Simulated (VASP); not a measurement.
Input:

```
CELL_PARAMETERS angstrom
      1.92702    -3.33771     0.00000
      1.92702     3.33771     0.00000
      0.00000     0.00000     6.14685
ATOMIC_POSITIONS crystal
  Zr 0.00000 0.00000 0.00000
  S  0.33333 0.66667 0.24061
  S  0.66667 0.33333 0.75939
```

All values below come from vdW-DF2, VASP's PBE PAW potentials (set 64) (plane waves; VASP). Settings: 520 eV cut-off, 7×7×4 Γ-centred mesh, Gaussian smearing of 0.050 eV, potentials Zr_sv S.

Q: The ions and cell shape at fixed volume are relaxed. What does this cell relax into?

A: 
```
CELL_PARAMETERS angstrom
      1.89913    -3.28940     0.00000
      1.89913     3.28940     0.00000
      0.00000     0.00000     6.32872
ATOMIC_POSITIONS crystal
  Zr 0.00000 0.00000 0.00000
  S  0.33333 0.66667 0.22891
  S  0.66667 0.33333 0.77109
```
Space group P-3m1 (164), at a tolerance of 0.03 Å.

Q: How much energy does the relaxation gain?

A: The energy (σ→0) changes by -15.5 meV/atom, in 6 ionic steps.

```csv
step,E(σ→0) (eV),max force (eV/Å),pressure (GPa),volume (Å³)
1,-14.8372,0.546,-4.26,79.07
2,-14.8625,0.322,-3.22,79.07
3,-14.8784,0.029,-1.56,79.07
4,-14.8785,0.059,-1.41,79.07
5,-14.8829,0.026,-1.17,79.07
6,-14.8837,0.002,-1.01,79.07
```

The compound is ZrS2 in the 1T layered structure. This cell is one point of a volume scan, at 1.06 of the reference volume. Symmetry was kept, so distortions that lower it aren't found.
